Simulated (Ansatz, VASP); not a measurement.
# Sc: VASP beside Ansatz, part 2 of 2

Wanted: the spread between two codes on one cell, functional and k mesh. The cell is taken from a series of runs on this material, whose earlier steps may have relaxed, scaled, displaced or heated it; both programs get it as it stands.

VASP 6.6.1 and Ansatz 0.2.0.

So far: Set-up; Ansatz: zone-centre phonons, PBEsol.

### Step 3. VASP: zone-centre phonons, PBEsol

Level of this step: PBEsol; plane waves and PAW (Sc_sv) (VASP).

The same cell, functional, mesh and smearing now go to VASP, with its own data sets.

Lines of VASP's logs that name or quote its potential files are left out, and so is its time.

INCAR reads:

```
SYSTEM = Sc
PREC = Accurate
ENCUT = 500
EDIFF = 1E-08
NELM = 120
ISMEAR = 1
SIGMA = 0.2
LREAL = .FALSE.
ALGO = Normal
GGA = PS
NBANDS = 17
LASPH = .TRUE.
LORBIT = 11
LWAVE = .FALSE.
LCHARG = .FALSE.
ISIF = 2
IBRION = 8
GGA_COMPAT = .FALSE.
KPAR = 2
```

POSCAR reads:

```
Sc
1.0
    3.2933776950      0.0000000000      0.0000000000
   -1.6466888475      2.8521487482      0.0000000000
    0.0000000000      0.0000000000      5.1071599089
Sc
2
Direct
    0.3333333333      0.6666666667      0.2500000000
    0.6666666667      0.3333333333      0.7500000000
```

KPOINTS reads:

```
Automatic mesh
0
Gamma
15 15 8
0 0 0
```

Potentials, in the order of the species: Sc_sv (PBE family, release 64).

Run with:

```sh
$ mpirun -np 2 vasp_std
```

Numbers of over 12 decimals in the logs are rounded to 6 here.

Output:

```text
[banner, memory and clock lines left out]
running    2 mpi-ranks, on    1 nodes
 distrk:  each k-point on    1 cores,    2 groups
 distr:  one band on    1 cores,    1 groups

 POSCAR found type information on POSCAR Sc
 POSCAR found :  1 types and       2 ions
|                                                                             |
|               ----> ADVICE to this user running VASP <----                  |
|                                                                             |
|     You enforced a specific xc type in the INCAR file but a different       |
|     [... a line on the potential file left out ...]
|     I HOPE YOU KNOW WHAT YOU ARE DOING!                                     |
|                                                                             |

 LDA part: xc-table for (Slater+PW92), standard interpolation
 POSCAR, INCAR and KPOINTS ok, starting setup
 FFT: planning ... GRIDC
 FFT: planning ... GRID_SOFT
 FFT: planning ... GRID
 WAVECAR not read
 entering main loop
       N       E                     dE             d eps       ncg     rms          rms(c)
DAV:   1     0.353520196221E+03    0.35352E+03   -0.10930E+04  4598   0.135E+03
DAV:   2     0.561128170399E+01   -0.34791E+03   -0.34167E+03  5726   0.571E+02
DAV:   3    -0.144128041892E+02   -0.20024E+02   -0.19240E+02  7614   0.161E+02
DAV:   4    -0.147197398290E+02   -0.30694E+00   -0.30498E+00  6684   0.189E+01
DAV:   5    -0.147239082233E+02   -0.41684E-02   -0.41643E-02  7825   0.233E+00    0.813E+00
DAV:   6    -0.133973214534E+02    0.13266E+01   -0.30034E+00  5931   0.202E+01    0.241E+00
DAV:   7    -0.132229717881E+02    0.17435E+00   -0.75703E-01  6070   0.922E+00    0.846E-01
DAV:   8    -0.132114062855E+02    0.11566E-01   -0.29784E-02  6250   0.232E+00    0.252E-01
DAV:   9    -0.132098854378E+02    0.15208E-02   -0.80259E-03  6354   0.972E-01    0.180E-02
DAV:  10    -0.132099030878E+02   -0.17650E-04   -0.10151E-04  7406   0.144E-01    0.747E-03
DAV:  11    -0.132099006810E+02    0.24068E-05   -0.27604E-06  7165   0.195E-02    0.196E-03
DAV:  12    -0.132099019539E+02   -0.12729E-05   -0.37489E-07  7826   0.616E-03    0.931E-04
DAV:  13    -0.132099016962E+02    0.25767E-06   -0.24188E-08  5007   0.179E-03    0.825E-05
DAV:  14    -0.132099016992E+02   -0.29263E-08   -0.17760E-09  3820   0.977E-04
   1 F= -.13209902E+02 E0= -.13208434E+02  d E =-.440244E-02
 Linear response reoptimize wavefunctions to high precision
DAV:   1    -0.132099017091E+02   -0.99271E-08   -0.69314E-10  4030   0.456E-04
DAV:   2    -0.132099017091E+02   -0.20918E-10   -0.29691E-10  3507   0.406E-04
 Linear response DOF=           2
 Linear response progress:
  Degree of freedom:   1/  2
       N       E                     dE             d eps       ncg     rms          rms(c)
RMM:   1    -0.744140187010E+00   -0.74414E+00   -0.65938E+01 19352   0.216E+02
RMM:   2    -0.740842368928E+00    0.32978E-02   -0.13899E-01 28021   0.450E+00    0.118E-01
RMM:   3    -0.740339845311E+00    0.50252E-03   -0.14000E-02 33079   0.106E+00    0.393E-02
RMM:   4    -0.739480494115E+00    0.85935E-03   -0.14485E-03 37604   0.280E-01    0.198E-02
RMM:   5    -0.739213866529E+00    0.26663E-03   -0.15372E-04 40526   0.932E-02    0.769E-03
RMM:   6    -0.739246338963E+00   -0.32472E-04   -0.19656E-05 36625   0.330E-02    0.530E-03
RMM:   7    -0.739327408544E+00   -0.81070E-04   -0.67937E-06 37426   0.233E-02    0.236E-03
RMM:   8    -0.739451660069E+00   -0.12425E-03   -0.35112E-06 40526   0.118E-02    0.913E-04
RMM:   9    -0.739413824808E+00    0.37835E-04   -0.25566E-06 39041   0.770E-03    0.156E-04
RMM:  10    -0.739418833515E+00   -0.50087E-05   -0.22344E-06 38889   0.653E-03    0.332E-05
RMM:  11    -0.739419246757E+00   -0.41324E-06   -0.19108E-06 39055   0.611E-03    0.261E-05
RMM:  12    -0.739419935185E+00   -0.68843E-06   -0.16694E-06 39586   0.603E-03    0.126E-05
RMM:  13    -0.739420436743E+00   -0.50156E-06   -0.12869E-06 40038   0.593E-03    0.519E-06
RMM:  14    -0.739420358822E+00    0.77921E-07   -0.10647E-06 41641   0.591E-03    0.373E-06
[...]
RMM:  23    -0.739420433492E+00   -0.58763E-08   -0.39394E-07 47103   0.588E-03    0.476E-07
RMM:  24    -0.739420430706E+00    0.27861E-08   -0.39146E-07 47429   0.588E-03    0.151E-07
RMM:  25    -0.739420430284E+00    0.42212E-09   -0.37165E-07 47610   0.589E-03    0.345E-07
RMM:  26    -0.739420425386E+00    0.48978E-08   -0.37469E-07 48375   0.589E-03    0.130E-06
RMM:  27    -0.739420424720E+00    0.66599E-09   -0.35851E-07 48441   0.589E-03    0.162E-06
RMM:  28    -0.739420424914E+00   -0.19409E-09   -0.36595E-07 48805   0.589E-03    0.161E-06
RMM:  29    -0.739420425128E+00   -0.21357E-09   -0.34710E-07 48923   0.589E-03    0.168E-06
RMM:  30    -0.739420424978E+00    0.14971E-09   -0.35839E-07 49403   0.589E-03    0.171E-06
 first order change of Fermi-energy   0.18074E-04
 force on displaced ion       1 direction 1 :  -1.532  -0.001   0.000
 Linear response progress:
  Degree of freedom:   2/  2
       N       E                     dE             d eps       ncg     rms          rms(c)
RMM:   1    -0.808849348956E+00   -0.80885E+00   -0.66465E+01  6619   0.218E+02
RMM:   2    -0.806810012461E+00    0.20393E-02   -0.14757E-01  9630   0.455E+00    0.136E-01
RMM:   3    -0.807163680964E+00   -0.35367E-03   -0.11648E-02 11134   0.101E+00    0.487E-02
RMM:   4    -0.806128630016E+00    0.10351E-02   -0.14092E-03 12184   0.292E-01    0.160E-02
RMM:   5    -0.805982333836E+00    0.14630E-03   -0.17344E-04 13881   0.856E-02    0.124E-02
RMM:   6    -0.805950802336E+00    0.31532E-04   -0.40277E-05 12047   0.356E-02    0.782E-03
RMM:   7    -0.805917553594E+00    0.33249E-04   -0.13454E-05 13964   0.260E-02    0.197E-03
RMM:   8    -0.805935754870E+00   -0.18201E-04   -0.73272E-06 12922   0.132E-02    0.829E-04
RMM:   9    -0.805946491790E+00   -0.10737E-04   -0.35790E-06 13494   0.877E-03    0.281E-04
RMM:  10    -0.805951200382E+00   -0.47086E-05   -0.22617E-06 13318   0.668E-03    0.185E-04
RMM:  11    -0.805959666947E+00   -0.84666E-05   -0.15577E-06 12977   0.639E-03    0.567E-05
RMM:  12    -0.805958556156E+00    0.11108E-05   -0.12612E-06 13527   0.617E-03    0.181E-05
RMM:  13    -0.805958349041E+00    0.20712E-06   -0.10704E-06 13602   0.620E-03    0.118E-05
RMM:  14    -0.805958656597E+00   -0.30756E-06   -0.94608E-07 14215   0.620E-03    0.411E-06
[...]
RMM:  23    -0.805958724200E+00    0.70174E-08   -0.69090E-07 15662   0.626E-03    0.220E-07
RMM:  24    -0.805958729255E+00   -0.50549E-08   -0.76842E-07 16034   0.624E-03    0.252E-07
RMM:  25    -0.805958722393E+00    0.68617E-08   -0.69680E-07 16019   0.626E-03    0.208E-07
RMM:  26    -0.805958725717E+00   -0.33244E-08   -0.74334E-07 16282   0.625E-03    0.258E-07
RMM:  27    -0.805958719156E+00    0.65612E-08   -0.68938E-07 16184   0.626E-03    0.331E-07
RMM:  28    -0.805958721948E+00   -0.27916E-08   -0.70536E-07 16469   0.625E-03    0.325E-07
RMM:  29    -0.805958716186E+00    0.57615E-08   -0.67028E-07 16413   0.626E-03    0.359E-07
RMM:  30    -0.805958719043E+00   -0.28569E-08   -0.67513E-07 16635   0.625E-03    0.372E-07
 first order change of Fermi-energy   0.91172E-04
 force on displaced ion       1 direction 3 :  -0.000  -0.000  -4.396
 Linear response finished
```

OUTCAR, selected parts (step 3):

```text
ion  position               nearest neighbor table
   1  0.333  0.667  0.250-   2 3.18   2 3.18   2 3.18   2 3.18   2 3.18   2 3.18
   2  0.667  0.333  0.750-   1 3.18   1 3.18   1 3.18   1 3.18   1 3.18   1 3.18

  LATTYP: Found a hexagonal cell.
 ALAT       =     3.2933776950
 C/A-ratio  =     1.5507361687

 Subroutine GETGRP returns: Found 24 space group operations
 (whereof 12 operations were pure point group operations)

The static configuration has the point symmetry D_3d.
 The point group associated with its full space group is D_6h.

 Found    135 irreducible k-points:

   k-points           NKPTS =    135   k-points in BZ     NKDIM =    135   number of bands    NBANDS=     17

   dimension x,y,z NGX =    24 NGY =   24 NGZ =   40
   dimension x,y,z NGXF=    48 NGYF=   48 NGZF=   80

   ENCUT  =  500.0 eV  36.75 Ry    6.06 a.u.   6.00  6.00  9.31*2*pi/ulx,y,z

   NELECT =      22.0000    total number of electrons

 k-points in reciprocal lattice and weights: Automatic mesh
   0.00000000  0.00000000  0.00000000       0.001
   0.06666667 -0.00000000  0.00000000       0.003
   0.13333333 -0.00000000  0.00000000       0.003
   0.20000000 -0.00000000  0.00000000       0.003
   0.26666667 -0.00000000  0.00000000       0.003
   0.33333333 -0.00000000  0.00000000       0.003
   0.40000000  0.00000000  0.00000000       0.003
   0.46666667 -0.00000000  0.00000000       0.003
   0.06666667  0.06666667  0.00000000       0.003
[...]
0.33333333  0.26666667  0.50000000       0.007
   0.33333333  0.33333333  0.50000000       0.001

 average (electrostatic) potential at core
       1 -46.8540       2 -46.8540

  Total       -0.2498319     -0.2498319     -0.2479110      0.0000000     -0.0000000      0.0000000
  in kB       -8.3438266     -8.3438266     -8.2796731      0.0000000     -0.0000000      0.0000000
  external PRESSURE =      -8.3224421 kB  Pullay stress =       0.0000000 kB

  energy-cutoff  :      500.00
  volume of cell :       47.97
      direct lattice vectors                 reciprocal lattice vectors
     3.293377695  0.000000000  0.000000000     0.303639635  0.175306425  0.000000000
    -1.646688848  2.852148748  0.000000000     0.000000000  0.350612850  0.000000000
     0.000000000  0.000000000  5.107159909     0.000000000  0.000000000  0.195803542

 POSITION                                       TOTAL-FORCE (eV/Angst)
 -----------------------------------------------------------------------------------
     -0.00000      1.90143      1.27679        -0.000000      0.000000      0.000000
      1.64669      0.95072      3.83037         0.000000     -0.000000      0.000000
 -----------------------------------------------------------------------------------
    total drift:                               -0.000000      0.000000     -0.000000

 Eigenvectors and eigenvalues of the dynamical matrix
 ----------------------------------------------------

   1 f  =    6.913356 THz    43.437897 2PiTHz  230.604735 cm-1    28.591330 meV
             X         Y         Z           dx          dy          dz
     -0.000000  1.901432  1.276790     0.000000   -0.000000    0.707107
      1.646689  0.950716  3.830370    -0.000000    0.000000   -0.707107

   2 f  =    4.081261 THz    25.643318 2PiTHz  136.136208 cm-1    16.878731 meV
             X         Y         Z           dx          dy          dz
     -0.000000  1.901432  1.276790     0.000001   -0.707107    0.000000
      1.646689  0.950716  3.830370    -0.000001    0.707107    0.000000

   3 f  =    4.081261 THz    25.643318 2PiTHz  136.136208 cm-1    16.878731 meV
             X         Y         Z           dx          dy          dz
     -0.000000  1.901432  1.276790     0.707107    0.000001   -0.000000
      1.646689  0.950716  3.830370    -0.707107   -0.000001   -0.000000

   4 f  =    0.000000 THz     0.000000 2PiTHz    0.000002 cm-1     0.000000 meV
             X         Y         Z           dx          dy          dz
     -0.000000  1.901432  1.276790     0.022585    0.253120    0.659864
      1.646689  0.950716  3.830370     0.022585    0.253120    0.659864

   5 f/i=    0.000000 THz     0.000000 2PiTHz    0.000001 cm-1     0.000000 meV
             X         Y         Z           dx          dy          dz
     -0.000000  1.901432  1.276790     0.079455    0.655106   -0.254014
      1.646689  0.950716  3.830370     0.079455    0.655106   -0.254014

   6 f/i=    0.000000 THz     0.000001 2PiTHz    0.000003 cm-1     0.000000 meV
             X         Y         Z           dx          dy          dz
     -0.000000  1.901432  1.276790     0.702265   -0.082260    0.007518
      1.646689  0.950716  3.830370     0.702265   -0.082260    0.007518

 ELASTIC MODULI CONTR FROM IONIC RELAXATION (kBar)
 Direction    XX          YY          ZZ          XY          YZ          ZX
 --------------------------------------------------------------------------------
 XX         -66.9315     66.9315     -0.0000      0.0000     -0.0000      0.0000
 YY          66.9315    -66.9315      0.0000     -0.0000      0.0000      0.0000
 ZZ          -0.0000      0.0000     -0.0000      0.0000     -0.0000      0.0000
 XY           0.0000     -0.0000      0.0000    -66.9315     -0.0000      0.0000
 YZ          -0.0000      0.0000     -0.0000     -0.0000     -0.0000      0.0000
 ZX           0.0000      0.0000      0.0000      0.0000      0.0000      0.0000
 --------------------------------------------------------------------------------
```

### Step 4. Differences

Known differences besides the potentials themselves: VASP's run holds the zone centre alone; the cutoff is 420 eV in Ansatz and 500 eV in VASP; Ansatz makes its cores anew for this functional, VASP keeps those of its PBE data sets. Total energies have different zeros and are not compared.

The two programs side by side:

| quantity | Ansatz | VASP | difference |
| --- | --- | --- | --- |
| optical mode 1 to 2 (cm⁻¹) | 134.1 | 136.1 | -1.49 % |
| optical mode 3 (cm⁻¹) | 230.1 | 230.6 | -0.24 % |

Modes are paired by rising frequency, not by their patterns, so a pair may set unlike modes beside each other; they are those without the splitting of longitudinal modes.

### Step 5. What came out

* r.m.s. difference of the optical zone-centre modes, each program's sorted by frequency (zone-centre phonons, PBEsol): 1.7 cm⁻¹
* difference in optical mode 1 to 2 (zone-centre phonons, PBEsol): -1.5 %

In words: The r.m.s. difference of the optical zone-centre modes, each program's sorted by frequency is 1.7 cm⁻¹ (zone-centre phonons, PBEsol). Among the rows given in per cent, the largest difference of the zone-centre phonons, PBEsol pair is in optical mode 1 to 2, -1.5 %. How closely two codes agree says nothing of how well the functional describes the real material.

[Lines on the potential files, build, host, timing and source positions are cut from VASP's logs without a mark.]

[Logs are printed without paths, hosts, clocks, repeated set-up lines and the standing remarks that a program may print on its own settings, such as how far it seeks lower states.]

[Hosts, paths, dates, database ids (printed as entryN), source tags and the programs' standing remarks are cut or masked in the printed files.]
